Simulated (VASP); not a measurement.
Computed with PBEsol GGA, VASP's PBE PAW potentials (set 64) (plane waves; VASP).

VASP ran on this input.

INCAR:
```
SYSTEM  =  TiCo
PREC  =  Accurate; ENCUT  =  520; LREAL  =  .FALSE.
LASPH  =  .TRUE.
EDIFF  =  1E-6; NELM  =  100; ALGO  =  Normal
LMAXMIX  =  4
ISMEAR  =  1; SIGMA  =  0.1
GGA  =  PS
IBRION  =  2; NSW  =  60; ISIF  =  3
EDIFFG  =  -0.01
LWAVE  =  .FALSE.; LCHARG  =  .FALSE.
```

File POSCAR:
```
TiCo
1.0
  2.9315702182   0.0000000000   0.0000000000
  0.0000000000   2.9315702182   0.0000000000
  0.0000000000   0.0000000000   2.9315702182
Ti Co
1 1
Direct
  0.0000000000   0.0000000000   0.0000000000
  0.5000000000   0.5000000000   0.5000000000
```

File KPOINTS:
```
kpoints
0
Gamma
 11 11 11
```

POTCAR, in this order: Ti_sv Co (PBE.64 set). Program: vasp_std.

The resulting files:

**OUTCAR**
```
 ion  position               nearest neighbor table
   1  0.000  0.000  0.000-   2 2.54   2 2.54   2 2.54   2 2.54   2 2.54   2 2.54   2 2.54   2 2.54
  LATTYP: Found a simple cubic cell.
 ALAT       =     2.9315702182
 Subroutine PRICEL returns:
 Original cell was already a primitive cell.
 Subroutine GETGRP returns: Found 48 space group operations
The static configuration has the point symmetry O_h .
The dynamic configuration has the point symmetry O_h .
 Subroutine INISYM returns: Found 48 space group operations
 Subroutine IBZKPT returns following result:
 Found     56 irreducible k-points:

 Following reciprocal coordinates:
            Coordinates               Weight
  0.000000  0.000000  0.000000      1.000000
  0.090909  0.000000  0.000000      6.000000
  0.181818  0.000000  0.000000      6.000000
  0.272727  0.000000  0.000000      6.000000
  0.363636  0.000000  0.000000      6.000000
  0.454545  0.000000  0.000000      6.000000
  0.090909  0.090909  0.000000     12.000000
  0.181818  0.090909  0.000000     24.000000
  0.272727  0.090909  0.000000     24.000000
  0.363636  0.090909  0.000000     24.000000
...
```

**OSZICAR**
```
       N       E                     dE             d eps       ncg     rms          rms(c)
DAV:   1     0.149847970699E+03    0.14985E+03   -0.10415E+04  1576   0.190E+03
DAV:   2    -0.102509724391E+02   -0.16010E+03   -0.15741E+03  1598   0.411E+02
DAV:   3    -0.191399859427E+02   -0.88890E+01   -0.88356E+01  2562   0.107E+02
DAV:   4    -0.194171787368E+02   -0.27719E+00   -0.27639E+00  1872   0.150E+01
DAV:   5    -0.194263009756E+02   -0.91222E-02   -0.91220E-02  2356   0.260E+00    0.149E+01
DAV:   6    -0.179918154037E+02    0.14345E+01   -0.18971E+01  1658   0.664E+01    0.955E+00
DAV:   7    -0.187449274720E+02   -0.75311E+00   -0.26155E+01  2536   0.561E+01    0.187E+01
DAV:   8    -0.168952116936E+02    0.18497E+01   -0.12921E+01  2336   0.363E+01    0.177E+00
DAV:   9    -0.169081791627E+02   -0.12967E-01   -0.46854E-01  2362   0.706E+00    0.194E+00
DAV:  10    -0.168945603674E+02    0.13619E-01   -0.91307E-02  2210   0.384E+00    0.540E-01
DAV:  11    -0.168920723345E+02    0.24880E-02   -0.12049E-02  2152   0.122E+00    0.233E-01
DAV:  12    -0.168916864368E+02    0.38590E-03   -0.19132E-03  2466   0.418E-01    0.396E-02
DAV:  13    -0.168916673367E+02    0.19100E-04   -0.52112E-05  1714   0.824E-02    0.293E-02
DAV:  14    -0.168916617873E+02    0.55494E-05   -0.26806E-05  2338   0.491E-02    0.486E-03
DAV:  15    -0.168916617011E+02    0.86228E-07   -0.95045E-07   878   0.138E-02
   1 F= -.16891662E+02 E0= -.16891874E+02  d E =-.168917E+02
       N       E                     dE             d eps       ncg     rms          rms(c)
DAV:   1    -0.168923698180E+02   -0.70803E-03   -0.15273E-02  1664   0.197E+00    0.245E-01
DAV:   2    -0.168939112487E+02   -0.15414E-02   -0.19523E-02  2132   0.177E+00    0.531E-01
DAV:   3    -0.168916911160E+02    0.22201E-02   -0.14421E-02  2324   0.140E+00    0.836E-02
DAV:   4    -0.168916486404E+02    0.42476E-04   -0.26472E-04  1936   0.156E-01    0.377E-02
DAV:   5    -0.168916499632E+02   -0.13228E-05   -0.56546E-05  2262   0.518E-02    0.178E-02
DAV:   6    -0.168916566150E+02   -0.66519E-05   -0.11190E-05  2034   0.300E-02    0.182E-02
DAV:   7    -0.168916568629E+02   -0.24784E-06   -0.12711E-05  2310   0.349E-02    0.254E-03
DAV:   8    -0.168916569248E+02   -0.61924E-07   -0.33189E-07   796   0.647E-03
   2 F= -.16891657E+02 E0= -.16891874E+02  d E =0.477627E-05
       N       E                     dE             d eps       ncg     rms          rms(c)
DAV:   1    -0.168918661696E+02   -0.20931E-03   -0.42272E-03  1664   0.104E+00    0.129E-01
DAV:   2    -0.168922855153E+02   -0.41935E-03   -0.53769E-03  2154   0.927E-01    0.279E-01
DAV:   3    -0.168916799615E+02    0.60555E-03   -0.40258E-03  2324   0.735E-01    0.442E-02
DAV:   4    -0.168916675919E+02    0.12370E-04   -0.72920E-05  1954   0.826E-02    0.200E-02
DAV:   5    -0.168916674721E+02    0.11980E-06   -0.15921E-05  2182   0.275E-02    0.946E-03
DAV:   6    -0.168916689368E+02   -0.14647E-05   -0.28054E-06  1540   0.157E-02    0.958E-03
DAV:   7    -0.168916686995E+02    0.23722E-06   -0.34768E-06  1468   0.190E-02
   3 F= -.16891669E+02 E0= -.16891883E+02  d E =-.699845E-05
```

OUTCAR:
```
------------------------ aborting loop because EDIFF is reached ----------------------------------------
  FORCE on cell =-STRESS in cart. coord.  units (eV):
  Direction    XX          YY          ZZ          XY          YZ          ZX
  --------------------------------------------------------------------------------------
  Total        0.0081144      0.0081144      0.0081144      0.0000000      0.0000000     -0.0000000
  in kB        0.5163971      0.5163971      0.5163971      0.0000000      0.0000000     -0.0000000
  external PRESSURE =       0.5163971 kB  Pullay stress =       0.0000000 kB
  volume of cell :       25.18
      direct lattice vectors                 reciprocal lattice vectors
     2.930855056 -0.000000000 -0.000000000     0.341197357  0.000000000  0.000000000
     0.000000000  2.930855056  0.000000000     0.000000000  0.341197357  0.000000000
    -0.000000000  0.000000000  2.930855056     0.000000000  0.000000000  0.341197357
 POSITION                                       TOTAL-FORCE (eV/Angst)
 -----------------------------------------------------------------------------------
      0.00000      0.00000      0.00000         0.000000      0.000000      0.000000
      1.46543      1.46543      1.46543        -0.000000      0.000000      0.000000
 -----------------------------------------------------------------------------------
    total drift:                                0.000000      0.000000     -0.000000
  FREE ENERGIE OF THE ION-ELECTRON SYSTEM (eV)
  ---------------------------------------------------
  free  energy   TOTEN  =       -16.8916686995 eV

  energy  without entropy=      -16.8923129424  energy(sigma->0) =      -16.89188345

 reached required accuracy - stopping structural energy minimisation
```
(Selected blocks of OUTCAR.)

**CONTCAR**
```
TiCo
   1.00000000000000
     2.9308550557411417   -0.0000000000000000   -0.0000000000000000
     0.0000000000000000    2.9308550557411417    0.0000000000000000
    -0.0000000000000000    0.0000000000000000    2.9308550557411417
  Ti              Co
     1     1
Direct
     0.0000000000000000    0.0000000000000000    0.0000000000000000
     0.5000000000000000    0.5000000000000000    0.5000000000000000
```

### OUTCAR
```
 val. band max:       10.4544666855   @ k =   0.4545   0.1818   0.1818

 cond. band min:      10.4812546063   @ k =   0.4545   0.3636   0.0909


 Fermi energy:        10.4735242485

 k-point     1 :       0.0000    0.0000    0.0000
  band No.  band energies     occupation
      1     -46.3910      2.00000
      2     -22.5626      2.00000
      3     -22.5626      2.00000
      4     -22.5626      2.00000
      5       2.5886      2.00000
      6       6.4373      2.00000
      7       6.4373      2.00000
      8       8.9532      2.00000
      9       8.9532      2.00000
     10       8.9532      2.00000
     11      11.3110     -0.00000
     12      11.3110     -0.00000
     13      13.4129      0.00000
     14      13.4129      0.00000

 k-point     2 :       0.0909    0.0000    0.0000
  band No.  band energies     occupation
      1     -46.3877      2.00000
      2     -22.5926      2.00000
      3     -22.5605      2.00000
      4     -22.5605      2.00000
      5       2.7611      2.00000
      6       6.5158      2.00000
      7       6.5209      2.00000
      8       8.9414      2.00000
      9       8.9414      2.00000
     10       8.9852      2.00000
     11      11.2183     -0.00000
     12      11.3466     -0.00000
     13      13.1694      0.00000
     14      13.1694      0.00000

 k-point     3 :       0.1818    0.0000    0.0000
  band No.  band energies     occupation
      1     -46.3789      2.00000
      2     -22.6725      2.00000
      3     -22.5548      2.00000
      4     -22.5548      2.00000
      5       3.2626      2.00000
      6       6.7369      2.00000
      7       6.7445      2.00000
      8       8.9136      2.00000
      9       8.9136      2.00000
     10       9.0742      2.00000
     11      10.9499     -0.00000
     12      11.4185     -0.00000
     13      12.6030      0.00000
     14      12.6030      0.00000

 k-point     4 :       0.2727    0.0000    0.0000
  band No.  band energies     occupation
...
```

The compound is TiCo in the CsCl type structure. This run relaxes it. Symmetry was kept, so distortions that lower it aren't found. The start is the result of an earlier pass. The run is not spin-polarised, so no magnetic state was tried. The electron count is odd and the run is not spin-polarised, which forces a metal.
